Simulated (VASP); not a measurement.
Method: PBEsol GGA, VASP's PBE PAW potentials (set 64) (plane waves; VASP). For the first row: Numerical set-up: 400 eV cut-off, 8×8×4 Γ-centred mesh, tetrahedra with Blöchl corrections, potentials Zr_sv Se.

```csv
system,energy (eV/atom)
ZrSe2 (space group P-3m1),-6.9363
Zr (hcp),-9.0803
Se (trig),-3.8532
```

The references are the elements' solids at the same level; no temperature or zero-point terms are added. Without a dispersion term in the relaxation, distances and binding between the weakly bound layers, chains or molecules are unreliable, and so is what depends on them.

**Question.** What is the formation energy per atom of ZrSe2?

**Answer.** The references average (1×(-9.0803) + 2×(-3.8532))/3 = -5.5956 eV, so the formation energy is -6.9363 − (-5.5956) = -1.341 eV/atom.
